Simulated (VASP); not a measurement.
Output of a VASP run:

File OSZICAR:
```
       N       E                     dE             d eps       ncg     rms          rms(c)
DAV:   1     0.101426891723E+03    0.10143E+03   -0.13114E+04  1050   0.145E+03
DAV:   2    -0.320552655563E+02   -0.13348E+03   -0.12866E+03  1338   0.320E+02
DAV:   3    -0.360447698425E+02   -0.39895E+01   -0.39860E+01  1295   0.547E+01
DAV:   4    -0.360669825430E+02   -0.22213E-01   -0.22209E-01  1386   0.450E+00
DAV:   5    -0.360671715862E+02   -0.18904E-03   -0.18904E-03  1309   0.372E-01    0.451E+01
DAV:   6    -0.303794631792E+02    0.56877E+01   -0.31004E+01  1190   0.385E+01    0.413E+01
DAV:   7    -0.302694023731E+02    0.11006E+00   -0.81480E-01  1309   0.835E+00    0.283E+01
DAV:   8    -0.302406896190E+02    0.28713E-01   -0.27715E-01  1330   0.544E+00    0.603E+00
DAV:   9    -0.302276128763E+02    0.13077E-01   -0.49116E-02  1253   0.203E+00    0.166E+00
DAV:  10    -0.302277191409E+02   -0.10626E-03   -0.47151E-03  1436   0.536E-01    0.321E-01
DAV:  11    -0.302276870489E+02    0.32092E-04   -0.29693E-04  1204   0.142E-01    0.220E-01
DAV:  12    -0.302277008901E+02   -0.13841E-04   -0.59016E-05  1380   0.576E-02    0.619E-02
DAV:  13    -0.302277018205E+02   -0.93038E-06   -0.21443E-06  1420   0.115E-02    0.177E-02
DAV:  14    -0.302277020479E+02   -0.22733E-06   -0.87628E-07  1246   0.687E-03    0.272E-03
DAV:  15    -0.302277019994E+02    0.48479E-07   -0.72894E-08   819   0.218E-03
   1 F= -.30227702E+02 E0= -.30227702E+02  d E =-.113215E-19
```

OUTCAR:
```
------------------------ aborting loop because EDIFF is reached ----------------------------------------
  FORCE on cell =-STRESS in cart. coord.  units (eV):
  Direction    XX          YY          ZZ          XY          YZ          ZX
  --------------------------------------------------------------------------------------
  Total       -1.4687811     -1.4687811     -1.4687811      0.0000000      0.0000000     -0.0000000
  in kB      -70.0236086    -70.0236086    -70.0236086      0.0000000      0.0000000     -0.0000000
  external PRESSURE =     -70.0236086 kB  Pullay stress =       0.0000000 kB
  volume of cell :       33.61
      direct lattice vectors                 reciprocal lattice vectors
     0.000000000  2.561323275  2.561323275    -0.195211594  0.195211594  0.195211594
     2.561323275  0.000000000  2.561323275     0.195211594 -0.195211594  0.195211594
     2.561323275  2.561323275  0.000000000     0.195211594  0.195211594 -0.195211594
 POSITION                                       TOTAL-FORCE (eV/Angst)
 -----------------------------------------------------------------------------------
      0.00000      0.00000      0.00000        -0.000000     -0.000000      0.000000
      1.28066      1.28066      1.28066        -0.000000     -0.000000     -0.000000
      3.84198      3.84198      3.84198         0.000000      0.000000      0.000000
 -----------------------------------------------------------------------------------
    total drift:                                0.000000      0.000000      0.000000
  FREE ENERGIE OF THE ION-ELECTRON SYSTEM (eV)
  ---------------------------------------------------
  free  energy   TOTEN  =       -30.2277019994 eV

  energy  without entropy=      -30.2277019994  energy(sigma->0) =      -30.22770200
```
(Selected blocks of OUTCAR.)

**POSCAR**
```
HfO2
1
    0.0000000000     2.5613232751     2.5613232751
    2.5613232751     0.0000000000     2.5613232751
    2.5613232751     2.5613232751     0.0000000000
Hf O
1 2
Direct
  0.0000000000   0.0000000000   0.0000000000
  0.2500000000   0.2500000000   0.2500000000
  0.7500000000   0.7500000000   0.7500000000
```

**Question.** Reconstruct the remaining input files.

**Answer.** This is not unique; one that fits is the input of the run itself, PBE GGA, plane waves, VASP's PBE PAW potentials (set 64).

INCAR:
```
! general
SYSTEM  = HfO2
PREC    = Accurate
ENCUT   = 520
LREAL   = .FALSE.
LASPH   = .TRUE.

! electronic loop
EDIFF   = 1E-7
NELM    = 100
ALGO    = Normal
LMAXMIX = 6

! smearing
ISMEAR  = 0
SIGMA   = 0.05

! functional
GGA     = PE

! ions
ISIF    = 2

! output
LWAVE   = .FALSE.
LCHARG  = .FALSE.
```

File KPOINTS:
```
Automatic mesh
0
Gamma
9 9 9
0 0 0
```

POTCAR, in this order: Hf_pv O (PBE.64 set). Program: vasp_std.

The compound is HfO2 in the fluorite structure, the high-temperature cubic form, which is unstable at 0 K; the monoclinic form is the stable one. This cell is one point of a volume scan, at 1.03 of the reference volume.
